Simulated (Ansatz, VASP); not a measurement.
# Si2W in two plane-wave programs, part 2 of 2

Wanted: the spread between two codes on one cell, functional and k mesh. The cell is taken from a series of runs on this material, whose earlier steps may have relaxed, scaled, displaced or heated it; both programs get it as it stands.

VASP 6.6.1 and Ansatz 0.2.0.

So far: The structure; VASP: zone-centre phonons, PBEsol.

**3. Ansatz: zone-centre phonons, PBEsol**

Level of this step: Ansatz beside VASP: Kohn-Sham DFT, plane waves, PBEsol (Ansatz).

Ansatz runs on its PAW soft_1 files.

The same cell, functional, mesh and smearing now go to Ansatz, which takes its cutoff from its data sets.

Input file input.yaml:

```yaml
crystal:
  lattice:
    - [-1.6128261251, 1.6128261251, 3.9301904334]
    - [1.6128261251, -1.6128261251, 3.9301904334]
    - [1.6128261251, 1.6128261251, -3.9301904334]
  atoms:
    - { symbol: Si, position: [0.3348613043, 0.3348613043, 0.0] }
    - { symbol: Si, position: [0.6651386957, 0.6651386957, 0.0] }
    - { symbol: W, position: [0.0, 0.0, 0.0] }
kpoints:
  mp_grid: { grid: [20, 20, 20] }
hamiltonian:
  xc: pbesol
  pseudopotentials: { kind: paw, azcp: { folder: soft_1 }, xc_functional: pbe }
scf:
  occupations: { method: methfessel_paxton, width: 0.2 }
output:
  eigenvalues: true
phonons:
  method: dfpt
```

On the command line:

```console
$ ansatz run input.yaml --threads 4 --pin off --max-ram 10240MiB --backend cpu --events-out ev --progress --plain --runs-dir out
```

Numbers of over 12 decimals in the logs are rounded to 6 here.

Log:

```text
zone centre: on kpoints.mp_grid the ground state, and the responses unless they are solved on pairs of k-points, stand on 1166 of the mesh's 8000 k-points, reduced under 4 symmetry operations, with k and −k counted as one. Each operation leaves every solved displacement unchanged or reverses it
Engine: ansatz 0.2.0, x86_64-unknown-linux-gnu
Pseudopotentials: kind: paw
Pseudopotential: Si, paw, valence charge 4, recommended cutoff 420 eV (normal), soft_1/Si.paw.azcp
Pseudopotential: W, paw, valence charge 14, recommended cutoff 420 eV (normal), soft_1/W.paw.azcp
Functional definition: PBEsol
  exchange = pbesol_x
  correlation = pbesol_c
Crystal: 3 atoms, lattice volume = 40.893 Å³
Basis set: ecut = 420 eV, 793 PW (Γ), exchange–correlation on 64×64×64 points (8 copies of the dense FFT grid, shifted against one another)
Bands: 15, of which v1, the nominal top of the filled ones, is band 11 counted from 1 (10 counted from 0)
Symmetry: 16 space group operations
k-points: 1166 of 8000 (irreducible under 4 space group operations, time reversal used)
Non-local potential: Si, projectors of the file, l = 0: 2, l = 1: 2, l = 2: 1
Non-local potential: W, projectors of the file, l = 0: 3, l = 1: 2, l = 2: 2, l = 3: 1
PAW form: soft (Blöchl's): semilocal exchange-correlation on the pseudo side does not see the compensation charge
PAW frozen core: Si, regenerated for the run's functional, and the local potential with it (the file was generated under x = pbe(κ = 0.804, μ = 0.219515), c = pbe(β = 0.066725))
PAW frozen core: W, regenerated for the run's functional, and the local potential with it (the file was generated under x = pbe(κ = 0.804, μ = 0.219515), c = pbe(β = 0.066725))
PAW one-centre angular grid: Si, 110 points (default); XC on 64 Gauss nodes
PAW one-centre angular grid: W, 590 points (default); XC on 64 Gauss nodes
Initial density: superposition of atomic densities (chi_scale 0.1, normalization cell, long waves kept (reshape's long-wave potential 0.00 eV rms))
Initial wavefunctions: pseudopotential atomic-orbital guess
Functional: x = pbesol(κ = 0.804, μ = 0.123457), c = pbesol(β = 0.046)
SCF iter   1: F=—  HF=-11502.238350 eV  |F-HF|=—  |Δ(HF+E_count)|=         —  Δρ=4.97e-2  dr2=1.03e0  ethr=3.10e-3  ⟨swp⟩=5.2  Hψ=101647  notcnv=0
preconditioner: auto → Kerker (q_TF=auto, 2.460 Å⁻¹)  [metal: Δε(μ)=0.034 eV  Ē_g=8.205 eV  σ=0.200 eV  W_gap=0.14  n_scr=10 (ndim 8)  ℏωp=21.7 eV  f_vac=0.000  D(μ)=0.27/eV (n_scr^D=0)]
SCF iter   2: F=—  HF=-11501.981647 eV  |F-HF|=—  |Δ(HF+E_count)|=   2.57e-1  S|Δr|=    0.00e0  Δρ=2.62e-2  dr2=2.18e-1  ethr=3.10e-3  ⟨swp⟩=2.2  Hψ=32733  notcnv=0
SCF iter   3: F=—  HF=-11501.905386 eV  |F-HF|=—  |Δ(HF+E_count)|=   7.63e-2  S|Δr|=    0.00e0  Δρ=6.81e-3  dr2=1.55e-2  ethr=9.93e-4  ⟨swp⟩=2.7  Hψ=31047  notcnv=0
SCF iter   4: F=—  HF=-11501.899724 eV  |F-HF|=—  |Δ(HF+E_count)|=   5.66e-3  S|Δr|=    0.00e0  Δρ=5.24e-4  dr2=6.10e-5  ethr=7.05e-5  ⟨swp⟩=2.7  Hψ=26656  notcnv=0
SCF iter   5: F=—  HF=-11501.899704 eV  |F-HF|=—  |Δ(HF+E_count)|=   2.01e-5  S|Δr|=    0.00e0  Δρ=6.36e-5  dr2=1.30e-6  ethr=2.77e-7  ⟨swp⟩=2.2  Hψ=27234  notcnv=0
SCF iter   6: F=—  HF=-11501.899705 eV  |F-HF|=—  |Δ(HF+E_count)|=   1.08e-6  S|Δr|=    0.00e0  Δρ=1.17e-5  dr2=5.47e-8  ethr=5.89e-9  ⟨swp⟩=2.6  Hψ=26320  notcnv=0
SCF iter   7: F=—  HF=-11501.899705 eV  |F-HF|=—  |Δ(HF+E_count)|=   6.99e-9  S|Δr|=    0.00e0  Δρ=1.78e-6  dr2=2.06e-9  ethr=2.49e-10  ⟨swp⟩=2.2  Hψ=25192  notcnv=0
SCF iter   8: F=—  HF=-11501.899705 eV  |F-HF|=—  |Δ(HF+E_count)|=  4.80e-10  S|Δr|=    0.00e0  Δρ=2.53e-7  dr2=2.79e-11  ethr=9.37e-12  ⟨swp⟩=2.1  Hψ=24431  notcnv=0
SCF iter   9: F=-11501.899705 eV  HF=-11501.899705 eV  |F-HF|=7.28e-12  |Δ(HF+E_count)|=  9.09e-12  S|Δr|=    0.00e0  Δρ=2.71e-8  dr2=2.75e-13  ethr=1.00e-12  ⟨swp⟩=5.2  Hψ=72700  notcnv=0
the search or the solves at the SCF's close seem to have found levels that the self-consistency loop had missed (the run counts 1). By its estimate they hold under 1e-12 electrons; where the run keeps them, the occupations were computed again with them
SCF 1 converged in 9 iterations: F = -11501.899705 eV  dr2 = 2.75e-13
  greatest PAW one-centre occupation: 0.999 electrons in one spin orbital (limit 2), on the W atom at site 2 (counted from 0), in its partial waves of l = 0
DFPT response loops at Γ: preconditioner auto → Kerker (q_TF=auto, 2.460 Å⁻¹) (partly filled bands, converged f_vac=0.000); β = 1.00, the filter's whole step (`scf.mixing.beta` (0.50) is not read by the response loops under this deck's `scf.mixing.preconditioner`; to damp them name `kerker` or `kerker_dos`, under which they read `scf.mixing.beta`, and type it under 1.00, their step now; both keys bind the ground state too); Broyden in place of MSR1
SCF converged after 9 iterations
Stability not checked: this state was not tested for a lower state beside it, because cold or Methfessel-Paxton smearing, or corrected tetrahedra, fill the levels in a way that the test cannot read (fill_not_monotonic; see scf.lower_state_search)
Free energy (F): -11501.899705 eV
Harris-Foulkes:  -11501.899705 eV  (|F-HF|=7.28e-12)
Internal energy: -11501.901016 eV  (E = F + TS)
E sigma→0 (E₀):  -11501.900033 eV
Entropy (-TS):   0.001311 eV (0.437 meV/atom)
Fermi energy:    16.316964 eV
--- Per-component energies (eV) ---
  E_band       = -88.458001
  E_kinetic    = 511.745113
  E_local      = -895.254779  (includes V_loc(G=0)·N_el)
  E_nonlocal   = 20.981787
  E_hartree    = 386.908945
  E_xc         = -382.064683
  E_vxc        = -332.512647  (∫ρ·V_xc dr)
  E_paw        = -9446.510102  (= ΣΔE_a)
  E_vpaw       = -167.235565  (= ΣTr[D̂ρ^β])
  E_aug_tail   = 0.000210  (compensation charges beyond the density's cutoff)
  E_ewald      = -1697.992486
  E_core_change = 0.284979  (= ΣΔE_core)
  E_smearing   = 0.001311  (= −TS)
  E_closure    = 0.000000  (closes the sum)
  Σ components = -11501.899705   (vs F -11501.899705, Δ=0.00e0)
--- Band table (eV; the first three rows and the last of 1166) ---
  k-point 0: bands = [... 7 lower, 13.0338, 13.5337, 13.5337, 16.9370, 19.0410, 19.3007, 19.3867, 19.3867]
  k-point 1: bands = [... 7 lower, 13.0512, 13.3221, 13.8451, 16.5180, 18.9119, 19.4468, 19.4622, 19.5477]
  k-point 2: bands = [... 7 lower, 12.7982, 13.1064, 14.3192, 15.5676, 18.7014, 19.6089, 19.6322, 20.0803]
  k-point 1165: bands = [... 7 lower, 13.7893, 15.5200, 15.5200, 15.8392, 15.8392, 17.1085, 20.8065, 21.0788]
--- Phonons (Γ-DFPT): 4 representative perturbations + reference, on 1166 of 8000 k-points (Σ response iterations 12) ---
  k mesh reduced under 4 symmetry operations, with k and −k counted as one. Each operation leaves every solved displacement unchanged or reverses it
  ASR residual: 8.101e-6 → 0.000e0 eV/Å²; symmetrization residual: 1.793e-6 eV/Å²
  ASR residual per site (eV/Å²): 8.10e-6 8.10e-6 6.90e-6
  Γ frequencies (cm⁻¹): 0.00 0.00 0.00 251.34 251.34 293.06 328.13 328.13 437.69
  non-analytic LO–TO correction: not included (Born effective charges unavailable; polar crystals: no LO–TO splitting at Γ)
```

**4. Differences**

Known differences besides the potentials themselves: the data sets hold 22 valence electrons in Ansatz (on its PAW soft_1 files) and 14 in VASP; the cutoff is 420 eV in Ansatz and 600 eV in VASP; Ansatz makes its cores anew for this functional, VASP keeps those of its PBE data sets. Total energies have different zeros and are not compared.

Both answers:

```
                  quantity  Ansatz   VASP  difference
optical mode 1 to 2 (cm⁻¹)   251.3  253.1     -0.71 %
     optical mode 3 (cm⁻¹)   293.1  294.6     -0.53 %
optical mode 4 to 5 (cm⁻¹)   328.1  330.1     -0.58 %
     optical mode 6 (cm⁻¹)   437.7  440.2     -0.56 %
```

Modes are paired by rising frequency, not by their patterns, so a pair may set unlike modes beside each other; they are those without the splitting of longitudinal modes.

**5. What came out**

| Item | Value |
| --- | --- |
| r.m.s. difference of the optical zone-centre modes, each program's sorted by frequency (zone-centre phonons, PBEsol) | 1.9 cm⁻¹ |
| difference in optical mode 1 to 2 (zone-centre phonons, PBEsol) | -0.7 % |

**Reading.** The r.m.s. difference of the optical zone-centre modes, each program's sorted by frequency is 1.9 cm⁻¹ (zone-centre phonons, PBEsol). The data sets hold unlike numbers of valence electrons (22 in Ansatz and 14 in VASP), so part of the differences comes from the potentials. Among the rows given in per cent, the largest difference of the zone-centre phonons, PBEsol pair is in optical mode 1 to 2, -0.7 %. How closely two codes agree says nothing of how well the functional describes the real material.

[Lines on the potential files, build, host, timing and source positions are cut from VASP's logs without a mark.]

[Logs are printed without paths, hosts, clocks, repeated set-up lines and the standing remarks that a program may print on its own settings, such as how far it seeks lower states.]

[Hosts, paths, dates, database ids (printed as entryN), source tags and the programs' standing remarks are cut or masked in the printed files.]
